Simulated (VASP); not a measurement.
The system is TiN (Osbornite).

```xyz
2
Lattice="0.0000 2.1190 2.1190 2.1190 0.0000 2.1190 2.1190 2.1190 0.0000" Properties=species:S:1:pos:R:3 pbc="T T T"
Ti    0.0000    0.0000    0.0000
N     2.1190    2.1190    2.1190
```

| Quantity | Value |
| --- | --- |
| Program | VASP 6.6.1 |
| Task | relaxation of cell and atoms |
| Functional | RPBE |
| Potentials or basis | VASP PAW PBE potentials, release 64 (Ti_sv, N) |
| Cutoff | 600 eV |
| k mesh | 16 × 16 × 16 |
| Occupations | methfessel-paxton, width 0.1 eV |
| Spin | no spin polarisation |

At the start: pressure 7.4 GPa; volume 9.51 Å³/atom.

Q: Where does the relaxation end?

A: Over 3 steps the energy falls by 5.9 meV/atom and the volume is 9.78 Å³/atom (+2.8 %); space group Fm-3m (No. 225, to 0.05 Å).

Step by step:
```tsv
step	energy change (eV)	largest force (eV/Å)	pressure (GPa)	volume (Å³)
1	0.0000	0.0000	7.39	19.03
2	0.0081	0.0000	-8.57	20.26
3	-0.0118	0.0000	-0.02	19.55
```

Final structure:
```cif
data_structure
_symmetry_space_group_name_H-M 'P 1'
_symmetry_Int_Tables_number 1
_cell_length_a 3.0240
_cell_length_b 3.0240
_cell_length_c 3.0240
_cell_angle_alpha 60.000
_cell_angle_beta 60.000
_cell_angle_gamma 60.000
_cell_volume 19.55
loop_
_atom_site_label
_atom_site_type_symbol
_atom_site_fract_x
_atom_site_fract_y
_atom_site_fract_z
_atom_site_occupancy
Ti1 Ti 0.00000 0.00000 0.00000 1
N1 N 0.50000 0.50000 0.50000 1
```

Caveat: the PAW data sets were made with another functional, which shifts forces and pressure a little.
